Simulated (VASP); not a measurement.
**HfC: stress against strain**

HfC (rock salt, Fm-3m, 12.214 Å³/atom and stress up to 0.20 GPa in the relaxed cell, cube axes along x, y and z) under an equal strain ε along x and y, with z held. PBEsol in VASP (plane waves, PAW), 600 eV, 16×16×16 Γ-centred mesh, Methfessel-Paxton smearing 0.10 eV; ions are relaxed, or left where forces stay under 0.02 eV/Å, within the symmetry of each cell. Stress is positive for a compressed cell.

Here s stands for strain and y for stress xx.

| strain (%) | stress xx (GPa) |
|---|---|
| -3.00 | ? |
| -1.50 | 10.42 |
| -1.00 | 6.65 |
| -0.50 | 3.12 |
| 0.00 | -0.20 |
| 0.50 | -3.33 |
| 1.00 | -6.30 |
| 1.50 | -9.10 |

**Question.** Fit y against s with a straight line, and predict the withheld value at s = -3.00.

**Answer.** Means: s 0, y 0.180. About the means, the sum of products is -45.455 and the sum of squares of s is 7.0000; the slope is their ratio. Least squares gives y = 0.180 - 6.4936·s. Residuals (row less fit): 0.500, -0.024, -0.307, -0.380, -0.263, 0.014, 0.460; standard error 0.392 (degrees of freedom: 5). The slope gives the elastic constants C11 + C12 = about 650 GPa. At the withheld row, y = 0.180 - 6.4936 × (-3.0) = 19.661 GPa. The calculation gives 23.25 GPa, 3.589 GPa above the prediction (11.1 % of the range of y in the table). The row lies outside the fitted rows, so this is an extrapolation. From the scatter of the fitted rows alone, a prediction at this place has a standard error of 0.612 GPa, so the miss is 5.9 times that.

A polynomial of degree 2 through the 12 other runs of the series gives 22.89 there, so most of the miss is curvature that the fit leaves out. In a metal these values are sensitive to mesh and smearing; energies are taken to zero smearing, stresses follow the free energy. Rows are the converged runs of the series near zero and its far end, less any whose ions stayed unrelaxed beside relaxed ones; series whose fitted rows scatter by over a few per cent of the range, as at a crossing or softening among them, aren't shown in this form. Most that stay on the fit to the last digits aren't either.
